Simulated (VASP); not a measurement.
```xyz
2
Lattice="0.0000 2.7448 2.7448 2.7448 0.0000 2.7448 2.7448 2.7448 0.0000" Properties=species:S:1:pos:R:3 pbc="T T T"
Al     0.0000     0.0000     0.0000
P      1.3724     1.3724     1.3724
```

Calculation: rev-vdW-DF2, VASP's PBE PAW potentials (set 64) (plane waves; VASP 6.6.1). Run with 520 eV cut-off, Gaussian smearing of 0.050 eV, potentials Al P.

### Question
Give the energies of bands 2 to 7 at the high-symmetry points, in eV from the valence-band maximum.

### Answer

| band | Γ | X | U | L | W |
|---|---|---|---|---|---|
| 2 | 0.00 | -5.25 | -4.97 | -5.45 | -4.87 |
| 3 | 0.00 | -2.07 | -3.36 | -0.75 | -3.11 |
| 4 | 0.00 | -2.07 | -1.70 | -0.75 | -2.76 |
| 5 | 3.15 | 1.59 | 2.44 | 2.75 | 4.31 |
| 6 | 4.55 | 2.47 | 5.08 | 4.83 | 5.88 |
| 7 | 4.55 | 10.92 | 8.41 | 4.83 | 6.12 |

The gap is indirect, 1.60 eV, from the valence maximum at Γ to the conduction minimum at X.

Measured: gap 2.54 eV (computed value off by -0.94 eV), as given by Wei Chen et al., Physical Review Materials (2018), doi:10.1103/physrevmaterials.2.073803 [zero-point renormalisation of 0.02 eV added back (the table's ZPR column)].

The compound is AlP in the zinc blende structure. It was relaxed first.
